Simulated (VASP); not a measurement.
**Al$_{2}$In$_{2}$As$_{4}$ (ordered alloy cell): computed properties**

Method: PBEsol GGA, VASP's PBE PAW potentials (set 64) (plane waves; VASP).

For Al2In2As4, the space group is R3m (160). The cell is a = b = 4.163 Å, c = 40.715 Å, α = β = 90.00°, γ = 120.00° and the volume per atom is 25.47 Å³/atom. The band gap (over mesh and band path) is 0.42 eV and the smallest direct gap (over mesh and band path) comes out as 0.42 eV. The band-edge character is direct, Γ to Γ and the density comes out as 4.75 g/cm³.

```yaml
crystal:
  lattice:
    - [0.00000, 2.94401, 2.94401]
    - [2.94401, 0.00000, 2.94401]
    - [11.76096, 11.76096, 0.01510]
  atoms:
    - { symbol: In, position: [0.01009, 0.01009, 0.99243] }
    - { symbol: In, position: [0.99190, 0.99190, 0.25608] }
    - { symbol: As, position: [0.24871, 0.24871, 0.06347] }
    - { symbol: As, position: [0.23079, 0.23079, 0.32690] }
    - { symbol: As, position: [0.25057, 0.25057, 0.56207] }
    - { symbol: As, position: [0.26898, 0.26898, 0.79826] }
    - { symbol: Al, position: [0.99062, 0.99062, 0.50704] }
    - { symbol: Al, position: [0.00833, 0.00833, 0.74375] }
```

Unless said otherwise, spin-orbit coupling is left out, though it shifts the bands of the heavy elements here.

The structure was generated: Al2In2As4 was put into an ordered model structure (R3m), which need not be its known phase. It was relaxed first. Symmetry was kept, so distortions that lower it aren't found.
